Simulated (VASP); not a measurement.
## Sn2Bi2O: relaxation of cell and atoms with PBE

The system is Sn2Bi2O.

```
Sn Bi O
1.0
     3.74342    0.00000    0.00000
     0.00000    3.74342    0.00000
     0.00000    0.00000    9.32104
Sn Bi O
2 2 1
Cartesian
  0.0000 1.8717 3.2927
  1.8717 0.0000 6.0283
  0.0000 1.8717 8.3334
  1.8717 0.0000 0.9877
  0.0000 0.0000 4.6605
```

The cell was built by a generator and needn't be a form met in nature.

| Item | Value |
| --- | --- |
| Program | VASP 6.6.1 |
| Task | relaxation of cell and atoms |
| Functional | PBE |
| Potentials or basis | VASP PAW PBE potentials, release 64 (Sn_d, Bi_d, O) |
| Cutoff | 520 eV |
| k mesh | 8 × 8 × 4 |
| Occupations | gaussian, width 0.1 eV |
| Spin | no spin polarisation |
| Further INCAR settings | ALGO = Normal; EDIFF = 1e-07; IBRION = 2; POTIM = 0.3; EDIFFG = -0.005; NSW = 60; ISIF = 3 |

The relaxed volume is 26.18 Å³/atom. The relaxed cell is a = 3.752 Å, b = 3.752 Å, c = 9.298 Å, α = 90.00°, β = 90.00°, γ = 90.00°, the space group after relaxing (to 0.05 Å) is P-4m2 (No. 115) and the energy gained by relaxing is 0.0 meV/atom. The ionic steps are 6 and the pressure after relaxing is 0.0 GPa. The largest force after relaxing is 0.005 eV/Å. The band gap on the k mesh is none (metal or under the smearing width).

Forces in eV/Å, atoms in the order of the input:
```
Sn   0.000  0.000 -0.005
Sn   0.000  0.000  0.005
Bi   0.000  0.000 -0.003
Bi   0.000  0.000  0.003
O    0.000  0.000  0.000
```

The path:
```csv
step,energy change (eV),largest force (eV/Å),pressure (GPa),volume (Å³)
1,0.0000,0.0089,0.04,130.62
2,0.0000,0.0095,0.01,130.70
3,0.0000,0.0109,-0.03,130.82
4,-0.0001,0.0095,-0.03,130.83
5,-0.0001,0.0050,-0.02,130.84
6,-0.0001,0.0045,0.00,130.88
```

Final structure:
```cif
data_structure
_symmetry_space_group_name_H-M 'P 1'
_symmetry_Int_Tables_number 1
_cell_length_a 3.7518
_cell_length_b 3.7518
_cell_length_c 9.2979
_cell_angle_alpha 90.000
_cell_angle_beta 90.000
_cell_angle_gamma 90.000
_cell_volume 130.88
loop_
_atom_site_label
_atom_site_type_symbol
_atom_site_fract_x
_atom_site_fract_y
_atom_site_fract_z
_atom_site_occupancy
Sn1 Sn 0.00000 0.50000 0.35363 1
Sn2 Sn 0.50000 0.00000 0.64637 1
Bi1 Bi 0.00000 0.50000 0.89461 1
Bi2 Bi 0.50000 0.00000 0.10539 1
O1 O 0.00000 0.00000 0.50000 1
```

Levels at points of the mesh, in eV from the Fermi level:
| k point | band 30 | band 31 | band 32 | band 33 | band 34 | band 35 |
| --- | --- | --- | --- | --- | --- | --- |
| (0.00, 0.00, 0.00) | -0.42 | -0.42 | 0.93 | 1.20 | 1.93 | 1.93 |
| (0.50, 0.00, 0.00) | -2.35 | -1.10 | 0.68 | 1.78 | 1.85 | 1.96 |
| (0.50, 0.50, 0.00) | -3.08 | -2.02 | -1.80 | -0.90 | -0.51 | -0.51 |
| (0.00, 0.00, 0.50) | -0.48 | -0.48 | -0.46 | 2.21 | 2.21 | 3.25 |
| (0.50, 0.00, 0.50) | -2.25 | -0.65 | -0.56 | 1.97 | 1.98 | 2.75 |
| (0.50, 0.50, 0.50) | -2.95 | -2.87 | -1.63 | -0.76 | -0.76 | 0.01 |

It took 3.2 min on 4 MPI ranks on AMD EPYC 7R13 Processor (Zen 3), on a shared host, peak memory 0.34 GiB a rank.

Caveat: spin-orbit coupling is left out, which moves the levels of the heavy elements.
